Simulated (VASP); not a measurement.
Wanted: the native input for a VASP 6.6.1 run.

- Task: single point
- Functional: PBE
- Potentials or basis: VASP PAW PBE potentials, release 64 (Hf_pv, Al, Mg)
- Cutoff: 520 eV
- k mesh: 6 × 5 × 5
- Occupations: fermi-dirac, width 0.05 eV
- Spin: no spin polarisation
- Further INCAR settings: ALGO = Normal; EDIFF = 1e-07; NBANDS = 22

The structure of HfMg6Al lies in POSCAR:

```
HfMg6Al
1.0
    5.0258660000      0.0000000000      0.0000000000
    0.0000000000      3.0442105000      5.5889195000
    0.0000000000     -3.0442105000      5.5889195000
Hf Al Mg
1 1 6
Direct
    0.4960160000      0.6703660000      0.6666240000
    0.5079050000      0.1704480000      0.1623720000
   -0.0039160000      0.8257860000      0.8343310000
   -0.0024750000      0.3240260000      0.3306330000
   -0.0033750000      0.3290230000      0.8324930000
    0.0007820000      0.8352390000      0.3331270000
    0.5082310000      0.1630950000      0.6710280000
    0.4994330000      0.6699190000      0.1646920000
```

The cell comes from a database or a generator and needn't be the stable form of this composition.

The cell isn't the ideal one: atoms moved at random, drawn with an rms of 0.05 Å.

These files were run (other wordings do the same):

INCAR

```
SYSTEM = HfMg6Al
ALGO = Normal
EDIFF = 1E-7
ENCUT = 520
GGA = PE
ISIF = 2
ISMEAR = -1
LASPH = .True.
LCHARG = .False.
LREAL = .False.
LWAVE = .False.
NBANDS = 22
NELM = 100
PREC = Accurate
SIGMA = 0.05
```

KPOINTS

```
k-points
0
Gamma
  6 5 5
  0 0 0
```

Potentials or basis: VASP PAW PBE potentials, release 64 (Hf_pv, Al, Mg).

Launch:

```console
$ cat potpaw_PBE.64/Hf_pv/POTCAR potpaw_PBE.64/Al/POTCAR potpaw_PBE.64/Mg/POTCAR > POTCAR
$ mpirun -np 1 vasp_std > vasp.out
```

Results of the run:

The pressure is 0.0 GPa, the largest force is 0.261 eV/Å and the band gap on the k mesh is none (metal or under the smearing width).

It took 3.9 min on 1 thread of Intel(R) Xeon(R) Platinum 8488C (Sapphire Rapids), on a shared host, peak memory 0.48 GiB.
